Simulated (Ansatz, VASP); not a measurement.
# GaSi63H (Ga-H pair in Si) in two plane-wave programs, part 2 of 3

Aim: how closely do two programs agree when they are given the same cell, functional and k mesh? The cell is taken from a series of runs on this material, whose earlier steps may have relaxed, scaled, displaced or heated it; both programs get it as it stands.

VASP 6.6.1 and Ansatz 0.2.0.

So far: Starting point; Ansatz: single point, r2SCAN, pair 1.

### Step 3. VASP: single point, r2SCAN, pair 1

Level of this step: r2SCAN; plane waves and PAW (Si, Ga_d, H) (VASP).

The same cell, functional, mesh and smearing now go to VASP, with its own data sets.

Lines of VASP's logs that name or quote its potential files are left out, and so is its time.

The input, INCAR:

```
SYSTEM = GaSi63H
PREC = Accurate
ENCUT = 440
EDIFF = 1E-06
NELM = 120
ISMEAR = -1
SIGMA = 0.01
LREAL = Auto
ALGO = Normal
METAGGA = R2SCAN
LASPH = .TRUE.
NBANDS = 184
LORBIT = 11
LWAVE = .FALSE.
LCHARG = .FALSE.
ISIF = 2
ISYM = 0
GGA_COMPAT = .FALSE.
EFERMI = MIDGAP
LMIXTAU = .TRUE.
NCORE = 2
```

The input, POSCAR:

```
GaSi63H
1.0
   10.8884793472      0.0000000000      0.0000000000
    0.0000000000     10.8884793472      0.0000000000
    0.0000000000      0.0000000000     10.8884793472
Si Ga H
63 1 1
Direct
    0.0006887922      0.0007874368      0.2503371952
    0.9965537538      0.2488638517      0.9971096762
    0.2486236810      0.9961336453      0.9965972360
    0.2347421815      0.2346623958      0.2327653775
    0.1241102066      0.1241252091      0.3790880410
    0.1192464066      0.3753826171      0.1198928095
    0.3748363070      0.1187843681      0.1193738321
    0.9992952601      0.9994031809      0.7494841432
    0.9993527195      0.2515098309      0.5015782892
    0.2515587489      0.9995165198      0.5016176756
    0.2497601048      0.2498696223      0.7504668186
    0.1243619450      0.1244726796      0.8743189428
    0.1234299034      0.3760989884      0.6281073249
    0.3761328344      0.1237029857      0.6280946817
    0.3748597203      0.3749139157      0.8754750904
    0.9991747178      0.4998559389      0.2504353321
    0.9996491514      0.7496846315      0.0004973923
    0.2506315296      0.4998673552      0.0008076378
    0.2499215442      0.7496290099      0.2505972780
    0.1234296727      0.6262469781      0.3755053894
    0.1250057620      0.8745457889      0.1256372169
    0.3759898002      0.6255610350      0.1259873062
    0.3751656616      0.8745966009      0.3756096564
    0.9988181536      0.5003871544      0.7519907522
    0.9990643287      0.7505705499      0.4999208930
    0.2435691766      0.5047417973      0.5054087340
    0.2500425110      0.7504015252      0.7509681685
    0.1254963427      0.6252454192      0.8761369787
    0.1250904551      0.8747220031      0.6253117809
    0.3740539187      0.6264371814      0.6268409325
    0.3755935192      0.8734248032      0.8747509366
    0.4995717246      0.9993863822      0.2503551004
    0.4996003473      0.2504995694      0.0008234850
    0.7496946508      0.9998190858      0.0005559140
    0.7494591511      0.2500487929      0.2506296804
    0.6258768718      0.1237562373      0.3755178053
    0.6252614092      0.3759717180      0.1260170011
    0.8745408714      0.1252077836      0.1257268392
    0.8744962833      0.3752488475      0.3756237841
    0.5003409406      0.9989485155      0.7519189820
    0.5048298752      0.2441861121      0.5057157579
    0.7502383091      0.9992352856      0.4998312436
    0.7505987814      0.2500959838      0.7512291752
    0.6252082575      0.1255590353      0.8761668554
    0.6267053506      0.3742070091      0.6271826738
    0.8745416044      0.1250764978      0.6252734339
    0.8736072598      0.3756054975      0.8751134617
    0.5068057627      0.5069753312      0.2490961813
    0.4995657871      0.7495628459      0.0001091838
    0.7493173983      0.4995252089      0.0001093532
    0.7527540724      0.7528529530      0.2502125419
    0.6294270052      0.6294659226      0.3755161647
    0.6249379977      0.8748509426      0.1253444281
    0.8746064404      0.6249814463      0.1252622014
    0.8765892629      0.8767927854      0.3754641409
    0.4994412015      0.4995194451      0.7499060126
    0.5000911235      0.7499185441      0.5006713996
    0.7499330265      0.5002192278      0.5007524839
    0.7495391688      0.7496682649      0.7504498002
    0.6244906717      0.6245970567      0.8752491225
    0.6251100275      0.8751217095      0.6256808304
    0.8750797853      0.6252794426      0.6257481884
    0.8747961464      0.8748926092      0.8754977193
    0.3968907396      0.3972624976      0.4007153624
    0.3086654762      0.3043546283      0.2623038420
```

The input, KPOINTS:

```
Points of the shifted mesh
1
Reciprocal
 0.2500000000  0.2500000000  0.2500000000 1
```

Potentials, in the order of the species: Si, Ga_d and H (PBE family, release 64).

Command:

```console
> mpirun -np 8 vasp_std
```

Numbers of over 12 decimals in the logs are rounded to 6 here.

The program printed:

```text
[banner, memory and clock lines left out]
running    8 mpi-ranks, on    1 nodes
[...]
|                                                                             |
|               ----> ADVICE to this user running VASP <----                  |
|                                                                             |
|     You enforced a specific xc type in the INCAR file but a different       |
|     [... a line on the potential file left out ...]
|     I HOPE YOU KNOW WHAT YOU ARE DOING!                                     |
|                                                                             |

 LDA part: xc-table for (None), standard interpolation
 POSCAR, INCAR and KPOINTS ok, starting setup
[...]
entering main loop
       N       E                     dE             d eps       ncg     rms          rms(c)
DAV:   1     0.533139682657E+03    0.53314E+03   -0.94207E+04   376   0.112E+03
DAV:   2    -0.506671943655E+03   -0.10398E+04   -0.96722E+03   448   0.196E+02
DAV:   3    -0.599993395551E+03   -0.93321E+02   -0.91109E+02   448   0.616E+01
DAV:   4    -0.603611181980E+03   -0.36178E+01   -0.35834E+01   464   0.139E+01
[...]
DAV:  20    -0.564776410692E+03   -0.11105E-05   -0.77419E-06   400   0.766E-03    0.249E-03
DAV:  21    -0.564776413548E+03   -0.28566E-05   -0.20461E-06   336   0.470E-03    0.131E-03
DAV:  22    -0.564776413831E+03   -0.28279E-06   -0.20561E-07   232   0.138E-03
   1 F= -.56477641E+03 E0= -.56477641E+03  d E =0.000000E+00
```

From OUTCAR (step 3):

```text
  Total       10.8893028     10.2121981      5.4414382     -2.0936087     -4.8946862     -4.7744197
  in kB       13.5147794     12.6744207      6.7534017     -2.5983904     -6.0748246     -5.9255611
  external PRESSURE =      10.9808673 kB  Pullay stress =       0.0000000 kB

 POSITION                                       TOTAL-FORCE (eV/Angst)
 -----------------------------------------------------------------------------------
      0.00750      0.00857      2.72579         0.002306      0.000917      0.042305
     10.85095      2.70975     10.85701        -0.005808      0.072870     -0.008034
      2.70713     10.84638     10.85143         0.072303     -0.003283     -0.005010
      2.55599      2.55512      2.53446        -8.481222     -7.996242     -3.579284
      1.35137      1.35153      4.12769         0.011942      0.009140     -0.048276
      1.29841      4.08735      1.30545        -0.132497     -0.111817     -0.106111
      4.08140      1.29338      1.29980        -0.112358     -0.150700     -0.121671
     10.88081     10.88198      8.16074         0.000709      0.000743     -0.000523
     10.88143      2.73856      5.46142         0.007011     -0.014395     -0.009326
      2.73909     10.88321      5.46185        -0.015041      0.005120     -0.007903
      2.71951      2.72070      8.17144         0.001879      0.001566      0.004987
      1.35411      1.35532      9.52000        -0.002789     -0.002940      0.004122
      1.34396      4.09515      6.83913        -0.009749     -0.006185      0.006341
      4.09551      1.34694      6.83900        -0.007824     -0.008701      0.005052
[...]
-----------------------------------------------------------------------------------
    total drift:                               -0.027847     -0.017482      0.061815

  FREE ENERGIE OF THE ION-ELECTRON SYSTEM (eV)
  ---------------------------------------------------
  free  energy   TOTEN  =      -564.7764138312 eV

  energy  without entropy=     -564.7764138312  energy(sigma->0) =     -564.77641383

[... 2 further parts left out ...]
```

The run ends at a pressure of 1.10 GPa, with forces up to 13 eV/Å.

### Step 4. Comparison

Known differences besides the potentials themselves: VASP keeps PBE cores, Ansatz makes them for the functional; the cutoff is 500 eV in Ansatz and 440 eV in VASP (PREC = Accurate, projectors in real space). Total energies have different zeros and are not compared.

The two programs side by side:

| quantity | Ansatz | VASP | difference |
| --- | --- | --- | --- |
| gap on the k mesh (eV) | 1.299 | 1.311 | -0.012 |

Forces on 8 of the 65 atoms, those with the largest forces and the largest differences (eV/Å; atoms numbered as in POSCAR):

| atom | Ansatz x, y, z | VASP x, y, z |
| --- | --- | --- |
| Si4 | -8.637, -8.144, -3.642 | -8.481, -7.996, -3.579 |
| Si6 | -0.128, -0.108, -0.102 | -0.132, -0.112, -0.106 |
| Si7 | -0.108, -0.146, -0.119 | -0.112, -0.151, -0.122 |
| Si26 | -0.108, -0.050, -0.044 | -0.119, -0.036, -0.034 |
| Si41 | -0.058, -0.108, -0.055 | -0.045, -0.119, -0.045 |
| Si48 | -0.126, -0.127, -0.063 | -0.117, -0.119, -0.076 |
| Ga64 | -0.125, -0.150, -0.428 | -0.129, -0.158, -0.421 |
| H65 | 9.228, 8.771, 4.511 | 9.073, 8.625, 4.453 |

The forces differ by 23 meV/Å r.m.s., which is 1.8 % of the r.m.s. force of 1.292 eV/Å (both taken over all components). A gap on the mesh is an upper bound, since the band edges may lie between its points.

### Step 5. VASP: single point, r2SCAN, pair 2

With cell and atoms fixed, the geometry can't cause a difference; cores, projectors, grids and the points listed under the comparison can.

INCAR is that of step 3.

Changes to POSCAR since step 3:

```diff
@@ -11,6 +11,6 @@
     0.2486236810      0.9961336453      0.9965972360
-    0.2347421815      0.2346623958      0.2327653775
+    0.2345939908      0.2345215507      0.2326849064
     0.1241102066      0.1241252091      0.3790880410
     0.1192464066      0.3753826171      0.1198928095
-    0.3748363070      0.1187843681      0.1193738321
+    0.3748303015      0.1187772837      0.1193676746
     0.9992952601      0.9994031809      0.7494841432
@@ -55,3 +55,3 @@
     0.8736072598      0.3756054975      0.8751134617
-    0.5068057627      0.5069753312      0.2490961813
+    0.5067977017      0.5069671715      0.2490932408
     0.4995657871      0.7495628459      0.0001091838
@@ -71,3 +71,3 @@
     0.8747961464      0.8748926092      0.8754977193
-    0.3968907396      0.3972624976      0.4007153624
-    0.3086654762      0.3043546283      0.2623038420
+    0.3968811975      0.3972517438      0.4006903603
+    0.3142100217      0.3097921609      0.2669378609
```

KPOINTS is that of step 3.

Command:

```console
> mpirun -np 8 vasp_std
```

The program printed:

```text
[banner, memory and clock lines left out]
running    8 mpi-ranks, on    1 nodes
[...]
[... a notice as in an earlier step ...]

 LDA part: xc-table for (None), standard interpolation
 POSCAR, INCAR and KPOINTS ok, starting setup
[...]
entering main loop
       N       E                     dE             d eps       ncg     rms          rms(c)
DAV:   1     0.531505969712E+03    0.53151E+03   -0.94199E+04   376   0.112E+03
DAV:   2    -0.507708533130E+03   -0.10392E+04   -0.96658E+03   448   0.196E+02
DAV:   3    -0.600825280617E+03   -0.93117E+02   -0.90914E+02   448   0.615E+01
DAV:   4    -0.604427685841E+03   -0.36024E+01   -0.35681E+01   464   0.139E+01
[...]
DAV:  18    -0.565801407703E+03   -0.21564E-05   -0.49967E-05   456   0.190E-02    0.421E-03
DAV:  19    -0.565801442316E+03   -0.34613E-04   -0.25936E-05   400   0.166E-02    0.298E-03
DAV:  20    -0.565801442381E+03   -0.64785E-07   -0.22863E-06   416   0.376E-03
   1 F= -.56580144E+03 E0= -.56580144E+03  d E =0.000000E+00
```

Parts of OUTCAR (step 5):

```text
  Total        8.2040932      7.8438373      5.1522659     -4.5684084     -5.8231895     -5.7578161
  in kB       10.1821496      9.7350338      6.3945083     -5.6698792     -7.2271957     -7.1460604
  external PRESSURE =       8.7705639 kB  Pullay stress =       0.0000000 kB

 POSITION                                       TOTAL-FORCE (eV/Angst)
 -----------------------------------------------------------------------------------
      0.00750      0.00857      2.72579         0.002401      0.001072      0.034368
     10.85095      2.70975     10.85701        -0.002896      0.056933     -0.004951
      2.70713     10.84638     10.85143         0.055612     -0.000812     -0.002420
      2.55437      2.55358      2.53358        -4.709404     -4.453418     -2.152375
      1.35137      1.35153      4.12769         0.004695      0.002934     -0.037105
      1.29841      4.08735      1.30545        -0.097129     -0.085940     -0.080133
      4.08133      1.29330      1.29973        -0.085662     -0.108698     -0.089721
     10.88081     10.88198      8.16074         0.000158      0.000224     -0.001213
     10.88143      2.73856      5.46142         0.006094     -0.011526     -0.008417
      2.73909     10.88321      5.46185        -0.011988      0.004295     -0.007189
      2.71951      2.72070      8.17144         0.001726      0.001408      0.004604
      1.35411      1.35532      9.52000        -0.002516     -0.002614      0.002192
      1.34396      4.09515      6.83913        -0.007834     -0.004299      0.004435
      4.09551      1.34694      6.83900        -0.005945     -0.006749      0.003196
[...]
-----------------------------------------------------------------------------------
    total drift:                               -0.027770     -0.017758      0.061472

  FREE ENERGIE OF THE ION-ELECTRON SYSTEM (eV)
  ---------------------------------------------------
  free  energy   TOTEN  =      -565.8014423807 eV

  energy  without entropy=     -565.8014423807  energy(sigma->0) =     -565.80144238

[... 2 parts as in an earlier step ...]
```

The run ends at a pressure of 0.88 GPa, with forces up to 7.8 eV/Å.

### Step 6. Ansatz: single point, r2SCAN, pair 2

The same cell, functional, mesh and smearing now go to Ansatz.

The cell is taken from a series of runs on this material, whose earlier steps may have relaxed, scaled, displaced or heated it; both programs get it as it stands.

The input, input.yaml:

```yaml
crystal:
  lattice:
    - [10.88847935, 0.0, 0.0]
    - [0.0, 10.88847935, 0.0]
    - [0.0, 0.0, 10.88847935]
  atoms:
    - { symbol: Si, position: [0.000688792, 0.000787437, 0.250337195] }
    - { symbol: Si, position: [-0.003446246, 0.248863852, -0.002890324] }
    - { symbol: Si, position: [0.248623681, -0.003866355, -0.003402764] }
    - { symbol: Si, position: [0.234593991, 0.234521551, 0.232684906] }
    - { symbol: Si, position: [0.124110207, 0.124125209, 0.379088041] }
    - { symbol: Si, position: [0.119246407, 0.375382617, 0.119892809] }
    - { symbol: Si, position: [0.374830302, 0.118777284, 0.119367675] }
    - { symbol: Ga, position: [0.396881198, 0.397251744, 0.40069036] }
    - { symbol: Si, position: [-0.00070474, -0.000596819, 0.749484143] }
    - { symbol: Si, position: [-0.000647281, 0.251509831, 0.501578289] }
    - { symbol: Si, position: [0.251558749, -0.00048348, 0.501617676] }
    - { symbol: Si, position: [0.249760105, 0.249869622, 0.750466819] }
    - { symbol: Si, position: [0.124361945, 0.12447268, 0.874318943] }
    - { symbol: Si, position: [0.123429903, 0.376098988, 0.628107325] }
    - { symbol: Si, position: [0.376132834, 0.123702986, 0.628094682] }
    - { symbol: Si, position: [0.37485972, 0.374913916, 0.87547509] }
    - { symbol: Si, position: [-0.000825282, 0.499855939, 0.250435332] }
    - { symbol: Si, position: [-0.000350849, 0.749684632, 0.000497392] }
    - { symbol: Si, position: [0.25063153, 0.499867355, 0.000807638] }
    - { symbol: Si, position: [0.249921544, 0.74962901, 0.250597278] }
    - { symbol: Si, position: [0.123429673, 0.626246978, 0.375505389] }
    - { symbol: Si, position: [0.125005762, 0.874545789, 0.125637217] }
    - { symbol: Si, position: [0.3759898, 0.625561035, 0.125987306] }
    - { symbol: Si, position: [0.375165662, 0.874596601, 0.375609656] }
    - { symbol: Si, position: [-0.001181846, 0.500387154, 0.751990752] }
    - { symbol: Si, position: [-0.000935671, 0.75057055, 0.499920893] }
    - { symbol: Si, position: [0.243569177, 0.504741797, 0.505408734] }
    - { symbol: Si, position: [0.250042511, 0.750401525, 0.750968168] }
    - { symbol: Si, position: [0.125496343, 0.625245419, 0.876136979] }
    - { symbol: Si, position: [0.125090455, 0.874722003, 0.625311781] }
    - { symbol: Si, position: [0.374053919, 0.626437181, 0.626840932] }
    - { symbol: Si, position: [0.375593519, 0.873424803, 0.874750937] }
    - { symbol: Si, position: [0.499571725, -0.000613618, 0.2503551] }
    - { symbol: Si, position: [0.499600347, 0.250499569, 0.000823485] }
    - { symbol: Si, position: [0.749694651, -0.000180914, 0.000555914] }
    - { symbol: Si, position: [0.749459151, 0.250048793, 0.25062968] }
    - { symbol: Si, position: [0.625876872, 0.123756237, 0.375517805] }
    - { symbol: Si, position: [0.625261409, 0.375971718, 0.126017001] }
    - { symbol: Si, position: [0.874540871, 0.125207784, 0.125726839] }
    - { symbol: Si, position: [0.874496283, 0.375248847, 0.375623784] }
    - { symbol: Si, position: [0.500340941, -0.001051485, 0.751918982] }
    - { symbol: Si, position: [0.504829875, 0.244186112, 0.505715758] }
    - { symbol: Si, position: [0.750238309, -0.000764714, 0.499831244] }
    - { symbol: Si, position: [0.750598781, 0.250095984, 0.751229175] }
    - { symbol: Si, position: [0.625208258, 0.125559035, 0.876166855] }
    - { symbol: Si, position: [0.626705351, 0.374207009, 0.627182674] }
    - { symbol: Si, position: [0.874541604, 0.125076498, 0.625273434] }
    - { symbol: Si, position: [0.87360726, 0.375605497, 0.875113462] }
    - { symbol: Si, position: [0.506797702, 0.506967171, 0.249093241] }
    - { symbol: Si, position: [0.499565787, 0.749562846, 0.000109184] }
    - { symbol: Si, position: [0.749317398, 0.499525209, 0.000109353] }
    - { symbol: Si, position: [0.752754072, 0.752852953, 0.250212542] }
    - { symbol: Si, position: [0.629427005, 0.629465923, 0.375516165] }
    - { symbol: Si, position: [0.624937998, 0.874850943, 0.125344428] }
    - { symbol: Si, position: [0.87460644, 0.624981446, 0.125262201] }
    - { symbol: Si, position: [0.876589263, 0.876792785, 0.375464141] }
    - { symbol: Si, position: [0.499441201, 0.499519445, 0.749906013] }
    - { symbol: Si, position: [0.500091123, 0.749918544, 0.5006714] }
    - { symbol: Si, position: [0.749933026, 0.500219228, 0.500752484] }
    - { symbol: Si, position: [0.749539169, 0.749668265, 0.7504498] }
    - { symbol: Si, position: [0.624490672, 0.624597057, 0.875249123] }
    - { symbol: Si, position: [0.625110028, 0.875121709, 0.62568083] }
    - { symbol: Si, position: [0.875079785, 0.625279443, 0.625748188] }
    - { symbol: Si, position: [0.874796146, 0.874892609, 0.875497719] }
    - { symbol: H, position: [0.314210022, 0.309792161, 0.266937861] }
basis:
  ecutwfc: 500
  xc_grid: 2
hamiltonian:
  xc: r2scan
kpoints:
  mp_grid: { grid: [1, 1, 1], shift: [0.25, 0.25, 0.25] }
scf:
  occupations: { method: fermi_dirac, width: 0.01 }
  max_iter: 120
output:
  forces: true
checkpoint:
  read: "../relax.run"
```

Command:

```console
> ansatz run input.yaml --threads 4 --pin off --max-ram 7536MiB --backend cpu --events-out ev --progress --plain --runs-dir out
```

The program printed:

```text
[...]
Crystal: 65 atoms, lattice volume = 1290.927 Å³
Basis set: ecut = 500 eV, 32795 PW (Γ), exchange–correlation on 160×160×160 points (8 copies of the dense FFT grid, shifted against one another)
Bands: 198, of which v1, the nominal top of the filled ones, is band 133 counted from 1 (132 counted from 0)
Symmetry: 1 space group operations
[...]
k-points: 1
[...]
atom   5  Si     0.00434394     0.00219134    -0.02843459
  atom   6  Si    -0.09442932    -0.08180239    -0.07740234
  atom   7  Si    -0.08135611    -0.10632043    -0.08825391
  atom   8  Ga    -0.13186788    -0.15516489    -0.40878385
[...]
atom  62  Si     0.00302774     0.00406556     0.00328520
  atom  63  Si     0.00360504     0.00263996     0.00365394
  atom  64  Si    -0.00106302    -0.00008209     0.00063059
  atom  65  H      5.24642096     5.01759631     2.91187319
  max |Σ_I F_I| component: 9.50e-3 eV/Å
[key lines of the parts left out:]
SCF converged after 8 iterations
Free energy (F): -44065.406038 eV
Fermi energy:    6.515988 eV
```

### Step 7. Side by side

Compared:

| quantity | Ansatz | VASP | difference |
| --- | --- | --- | --- |
| gap on the k mesh (eV) | 1.299 | 1.311 | -0.012 |

Forces on 8 of the 65 atoms, those with the largest forces and the largest differences (eV/Å; atoms numbered as in POSCAR):

| atom | Ansatz x, y, z | VASP x, y, z |
| --- | --- | --- |
| Si4 | -4.755, -4.496, -2.171 | -4.709, -4.453, -2.152 |
| Si6 | -0.094, -0.082, -0.077 | -0.097, -0.086, -0.080 |
| Si7 | -0.081, -0.106, -0.088 | -0.086, -0.109, -0.090 |
| Si26 | -0.084, -0.037, -0.032 | -0.095, -0.023, -0.022 |
| Si41 | -0.044, -0.084, -0.042 | -0.031, -0.095, -0.033 |
| Si48 | -0.097, -0.099, -0.044 | -0.089, -0.091, -0.056 |
| Ga64 | -0.132, -0.155, -0.409 | -0.135, -0.162, -0.401 |
| H65 | 5.246, 5.018, 2.912 | 5.200, 4.973, 2.893 |

The forces differ by 7.3 meV/Å r.m.s., which is 1.0 % of the r.m.s. force of 0.741 eV/Å (both taken over all components). A gap on the mesh is an upper bound, since the band edges may lie between its points.

(Part 2 of 3 ends here.)

[Lines on the potential files, build, host, timing and source positions are cut from VASP's logs without a mark.]

[Logs are printed without paths, hosts, clocks, repeated set-up lines and the standing remarks that a program may print on its own settings, such as how far it seeks lower states.]

[Hosts, paths, dates, database ids (printed as entryN), source tags and the programs' standing remarks are cut or masked in the printed files.]
